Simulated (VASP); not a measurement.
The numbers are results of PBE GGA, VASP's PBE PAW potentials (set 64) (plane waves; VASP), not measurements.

Input for VASP

File POSCAR:
```
Br
1.0
  2.2400000000  -3.3350000000   0.0000000000
  2.2400000000   3.3350000000   0.0000000000
  0.0000000000   0.0000000000   8.7200000000
Br
4
Cart
  3.8685852800  -0.0045255950   7.7687962400
  2.8620928000  -0.0081974300   3.3554298400
  1.6249676800  -0.0030615300   5.3335444000
  0.6043542400   0.0157845550   0.9822295200
```

KPOINTS:
```
Automatic mesh
0
Gamma
7 7 5
0 0 0
```

**INCAR**
```
SYSTEM=Br
PREC=Accurate; ENCUT=420; LREAL=.False.
LASPH=.True.
EDIFF=1E-09; NELM=100; ALGO=Normal
LMAXMIX=4
ISMEAR=0; SIGMA=0.02
GGA=PE
ISIF=2
LWAVE=.False.; LCHARG=.False.
```

POTCAR, in this order: Br (PBE.64 set). Program: vasp_std.

The resulting files:

File OSZICAR:
```
       N       E                     dE             d eps       ncg     rms          rms(c)
DAV:   1     0.172894848223E+03    0.17289E+03   -0.10421E+04  4428   0.109E+03
DAV:   2     0.531034242978E+01   -0.16758E+03   -0.16515E+03  6500   0.202E+02
DAV:   3    -0.666540166128E+01   -0.11976E+02   -0.11950E+02  5062   0.655E+01
DAV:   4    -0.678488155944E+01   -0.11948E+00   -0.11942E+00  5678   0.771E+00
DAV:   5    -0.678565664588E+01   -0.77509E-03   -0.77498E-03  5000   0.625E-01    0.110E+01
DAV:   6    -0.649273396529E+01    0.29292E+00   -0.21424E-01  4826   0.287E+00    0.723E+00
DAV:   7    -0.639502852277E+01    0.97705E-01   -0.48083E-01  4708   0.424E+00    0.605E-01
DAV:   8    -0.638596090500E+01    0.90676E-02   -0.56476E-02  4622   0.150E+00    0.330E-01
DAV:   9    -0.638603301517E+01   -0.72110E-04   -0.11229E-03  5064   0.233E-01    0.817E-02
DAV:  10    -0.638611632555E+01   -0.83310E-04   -0.12605E-04  5698   0.770E-02    0.552E-02
DAV:  11    -0.638612443675E+01   -0.81112E-05   -0.29631E-05  4824   0.354E-02    0.103E-02
DAV:  12    -0.638612598791E+01   -0.15512E-05   -0.53998E-06  5528   0.154E-02    0.544E-03
DAV:  13    -0.638612644055E+01   -0.45264E-06   -0.71882E-07  4904   0.583E-03    0.263E-03
DAV:  14    -0.638612654107E+01   -0.10052E-06   -0.38700E-07  5552   0.394E-03    0.134E-03
DAV:  15    -0.638612654216E+01   -0.10900E-08   -0.41851E-08  5288   0.139E-03    0.925E-04
DAV:  16    -0.638612654023E+01    0.19265E-08   -0.45919E-09  4724   0.431E-04    0.285E-04
DAV:  17    -0.638612654100E+01   -0.76943E-09   -0.39580E-09  4674   0.422E-04
   1 F= -.63861265E+01 E0= -.63861265E+01  d E =-.194943E-12
```

**OUTCAR**
```
------------------------ aborting loop because EDIFF is reached ----------------------------------------
  FORCE on cell =-STRESS in cart. coord.  units (eV):
  Direction    XX          YY          ZZ          XY          YZ          ZX
  --------------------------------------------------------------------------------------
  Total        0.9996681      1.2731227      2.0790246      0.0074602      0.0131588      0.7049542
  in kB       12.2935152     15.6563489     25.5670056      0.0917420      0.1618215      8.6692428
  external PRESSURE =      17.8389566 kB  Pullay stress =       0.0000000 kB
  volume of cell :      130.28
      direct lattice vectors                 reciprocal lattice vectors
     2.240000000 -3.335000000  0.000000000     0.223214286 -0.149925037  0.000000000
     2.240000000  3.335000000  0.000000000     0.223214286  0.149925037  0.000000000
     0.000000000  0.000000000  8.720000000     0.000000000  0.000000000  0.114678899
 POSITION                                       TOTAL-FORCE (eV/Angst)
 -----------------------------------------------------------------------------------
      3.86859     -0.00453      7.76880        -0.475243      0.002893     -0.908432
      2.86209     -0.00820      3.35543         0.147983      0.009815     -0.312457
      1.62497     -0.00306      5.33354        -0.143332     -0.004117      0.345364
      0.60435      0.01578      0.98223         0.470592     -0.008591      0.875525
 -----------------------------------------------------------------------------------
    total drift:                                0.000201     -0.000333     -0.000087
  FREE ENERGIE OF THE ION-ELECTRON SYSTEM (eV)
  ---------------------------------------------------
  free  energy   TOTEN  =        -6.3861265410 eV

  energy  without entropy=       -6.3861265410  energy(sigma->0) =       -6.38612654
```
(Selected blocks of OUTCAR.)

### OUTCAR
```
 val. band max:       -0.0402038216   @ k =  -0.4286   0.0000   0.4000

 cond. band min:       1.6848906479   @ k =   0.0000   0.0000   0.0000


 Fermi energy:         0.0492609926

 k-point     1 :       0.0000    0.0000    0.0000
  band No.  band energies     occupation
      1     -16.0234      2.00000
      2     -15.5340      2.00000
      3     -13.3008      2.00000
      4     -12.5026      2.00000
      5      -5.0504      2.00000
      6      -3.8473      2.00000
      7      -2.2316      2.00000
      8      -2.0131      2.00000
      9      -1.7223      2.00000
     10      -1.4982      2.00000
     11      -1.0625      2.00000
     12      -0.4295      2.00000
     13      -0.0922      2.00000
     14      -0.0524      2.00000
     15       1.6849      0.00000
     16       2.5687      0.00000
     17       6.0349      0.00000
     18       6.6412      0.00000

 k-point     2 :       0.1429    0.0000    0.0000
  band No.  band energies     occupation
      1     -15.9771      2.00000
      2     -15.5126      2.00000
      3     -13.2606      2.00000
      4     -12.5446      2.00000
      5      -5.0469      2.00000
      6      -3.9658      2.00000
      7      -2.5025      2.00000
      8      -2.2807      2.00000
      9      -1.8664      2.00000
     10      -1.6511      2.00000
     11      -0.8182      2.00000
     12      -0.3260      2.00000
     13      -0.1820      2.00000
     14      -0.1415      2.00000
     15       1.6975      0.00000
     16       2.5067      0.00000
     17       6.5211      0.00000
     18       6.9743      0.00000

 k-point     3 :       0.0000    0.1429    0.0000
  band No.  band energies     occupation
      1     -15.9767      2.00000
      2     -15.5126      2.00000
      3     -13.2608      2.00000
      4     -12.5450      2.00000
      5      -5.0475      2.00000
      6      -3.9663      2.00000
      7      -2.5039      2.00000
      8      -2.2798      2.00000
      9      -1.8691      2.00000
...
```

The structure is a typed Br crystal. The cell was not relaxed at this level, atoms are displaced from their ideal sites. The run is one of a series of settings (EDIFF = 1E-09, ENCUT = 420, KPOINTS 7×7×5 Γ-centred mesh against the base run), some of them coarse on purpose.
